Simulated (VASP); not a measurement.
Given:

```
MoSb
1.0
    5.66087     0.00000     0.00000
   -2.83044     4.90246     0.00000
    0.00000     0.00000     4.56784
Mo Sb
3 3
Direct
  0.50000   0.00000   0.00000
  0.50000   0.50000   0.00000
  0.00000   0.50000   0.00000
  0.00000   0.00000   0.00000
  0.33333   0.66667   0.50000
  0.66667   0.33333   0.50000
```

The numbers are results of PBE GGA, VASP's PBE PAW potentials (set 64) (plane waves; VASP), not measurements. Run with 300 eV cut-off, 3×3×3 Γ-centred mesh, Gaussian smearing of 0.20 eV, potentials Mo_sv Sb.

At this cut-off the stress carries a Pulay error, which pulls relaxed volumes low.

Problem. The ions, cell shape and volume are relaxed. Give the cell that the relaxation ends in.

Solution. 
```
MoSb
1.0
    5.69422     0.00000     0.00000
   -2.84711     4.93134     0.00000
    0.00000     0.00000     4.57513
Mo Sb
3 3
Direct
  0.50000   0.00000   0.00000
  0.50000   0.50000   0.00000
  0.00000   0.50000   0.00000
  0.00000   0.00000   0.00000
  0.33333   0.66667   0.50000
  0.66667   0.33333   0.50000
```
Space group P6/mmm (191), at a tolerance of 0.03 Å.

Problem. How do energy and volume change from the first to the last step?

Solution. The energy (σ→0) changes by -1.7 meV/atom and the volume by +1.3 %, in 5 ionic steps.

The structure was generated: SbMo was put into an ordered model structure, which need not be its known phase. This run relaxes it. Symmetry was kept, so distortions that lower it aren't found. The k-mesh is coarse (spacing up to 0.46 per Å, 2π included), so the numbers may not be converged in it. The run is one of a series of settings (EDIFFG = -0.01, IBRION = 2, ISIF = 3, NSW = 50 against the base run), some of them coarse on purpose. The electron count is odd and the run is not spin-polarised, which forces a metal.
